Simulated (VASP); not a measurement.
Output of a VASP run:

**OSZICAR**
```
       N       E                     dE             d eps       ncg     rms          rms(c)
DAV:   1     0.417606266281E+02    0.41761E+02   -0.44271E+03  2336   0.102E+03
DAV:   2    -0.101899607908E+02   -0.51951E+02   -0.49968E+02  2328   0.203E+02
DAV:   3    -0.108946233734E+02   -0.70466E+00   -0.70345E+00  3416   0.321E+01
DAV:   4    -0.108991247833E+02   -0.45014E-02   -0.45000E-02  3032   0.186E+00
DAV:   5    -0.108991576284E+02   -0.32845E-04   -0.32845E-04  3472   0.957E-02    0.140E+01
DAV:   6    -0.103512774427E+02    0.54788E+00   -0.12943E+00  2728   0.157E+01    0.534E+00
DAV:   7    -0.102688397500E+02    0.82438E-01   -0.28850E-01  3072   0.678E+00    0.156E+00
DAV:   8    -0.102625410171E+02    0.62987E-02   -0.18929E-03  2496   0.691E-01    0.507E-01
DAV:   9    -0.102616047610E+02    0.93626E-03   -0.66622E-04  3064   0.461E-01    0.278E-02
DAV:  10    -0.102616021393E+02    0.26217E-05   -0.55713E-06  3200   0.298E-02    0.544E-03
DAV:  11    -0.102616021486E+02   -0.93075E-08   -0.19900E-07  3064   0.337E-03
   1 F= -.10261602E+02 E0= -.10261540E+02  d E =-.186745E-03
```

OUTCAR:
```
------------------------ aborting loop because EDIFF is reached ----------------------------------------
  FORCE on cell =-STRESS in cart. coord.  units (eV):
  Direction    XX          YY          ZZ          XY          YZ          ZX
  --------------------------------------------------------------------------------------
  Total       -1.8440933     -1.8440933     -1.8440933      0.0000000      0.0000000      0.0000000
  in kB     -200.2221966   -200.2221966   -200.2221966      0.0000000      0.0000000      0.0000000
  external PRESSURE =    -200.2221966 kB  Pullay stress =       0.0000000 kB
  volume of cell :       14.76
      direct lattice vectors                 reciprocal lattice vectors
     0.000000000  1.946780928  1.946780928    -0.256834240  0.256834240  0.256834240
     1.946780928  0.000000000  1.946780928     0.256834240 -0.256834240  0.256834240
     1.946780928  1.946780928  0.000000000     0.256834240  0.256834240 -0.256834240
 POSITION                                       TOTAL-FORCE (eV/Angst)
 -----------------------------------------------------------------------------------
      0.00000      0.00000      0.00000         0.000000      0.000000     -0.000000
 -----------------------------------------------------------------------------------
    total drift:                               -0.000000     -0.000000     -0.000000
  FREE ENERGIE OF THE ION-ELECTRON SYSTEM (eV)
  ---------------------------------------------------
  free  energy   TOTEN  =       -10.2616021486 eV

  energy  without entropy=      -10.2614154032  energy(sigma->0) =      -10.26153990
```
(Selected blocks of OUTCAR.)

**POSCAR**
```
Ir
1
    0.0000000000     1.9467809278     1.9467809278
    1.9467809278     0.0000000000     1.9467809278
    1.9467809278     1.9467809278     0.0000000000
Ir
1
Direct
  1.0000000000   0.0000000000   0.0000000000
```

**Question.** Reconstruct the remaining input files.

**Answer.** One answer among several that fit: the input of the run itself, LDA (Ceperley-Alder, Perdew-Zunger), plane waves, VASP's LDA PAW potentials (set 64).

**KPOINTS**
```
Automatic
0
Gamma
 16 16 16
```

### INCAR
```
SYSTEM = Ir
PREC = Accurate
ENCUT = 520
EDIFF = 1E-7
NELM = 100
ALGO = Normal
LREAL = .FALSE.
LASPH = .TRUE.
ISMEAR = 1
SIGMA = 0.1
LMAXMIX = 6
LWAVE = .FALSE.
LCHARG = .FALSE.
ISIF = 2
```

POTCAR, in this order: Ir (LDA.64 set). Program: vasp_std.

The compound is Ir in the fcc structure. This cell is one point of a volume scan, at 1.06 of the reference volume.
